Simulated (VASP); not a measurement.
Here is the system:

```xyz
3
Lattice="0.0000 2.2911 2.2911 2.2911 0.0000 2.2911 2.2911 2.2911 0.0000" Properties=species:S:1:pos:R:3 pbc="T T T"
Li     1.1456     1.1456     1.1456
Li     3.4367     3.4367     3.4367
O      4.5823     2.2911     2.2911
```

Calculation: r2SCAN meta-GGA, VASP's PBE PAW potentials (set 64) (plane waves; VASP 6.6.1). Run with 600 eV cut-off, 8×8×8 Γ-centred mesh, Gaussian smearing of 0.050 eV, potentials Li_sv O.

Energy and stress use the plane-wave basis of the starting cell.

The ions, cell shape and volume at an external pressure of 15.0 GPa are relaxed. Give the cell that the relaxation ends in.

```xyz
3
Lattice="0.0000 2.1924 2.1924 2.1924 0.0000 2.1924 2.1924 2.1924 0.0000" Properties=species:S:1:pos:R:3 pbc="T T T"
Li     1.0962     1.0962     1.0962
Li     3.2886     3.2886     3.2886
O      0.0000     0.0000     0.0000
```
Space group Fm-3m (225), at a tolerance of 0.03 Å.

How do energy and volume change from the first to the last step?

The energy (σ→0) changes by +40.0 meV/atom and the volume by -12.4 %, in 3 ionic steps.

```json
[
 {"step": "1", "E(σ→0) (eV)": "-16.8362", "max force (eV/Å)": "0.000", "pressure (GPa)": "-0.76", "volume (Å³)": "24.05"},
 {"step": "2", "E(σ→0) (eV)": "-16.7454", "max force (eV/Å)": "0.000", "pressure (GPa)": "12.71", "volume (Å³)": "21.41"},
 {"step": "3", "E(σ→0) (eV)": "-16.7163", "max force (eV/Å)": "0.000", "pressure (GPa)": "15.05", "volume (Å³)": "21.08"}
]
```

The compound is Li2O in the antifluorite structure. This run relaxes it under an external pressure of 15 GPa. Symmetry was kept, so distortions that lower it aren't found.
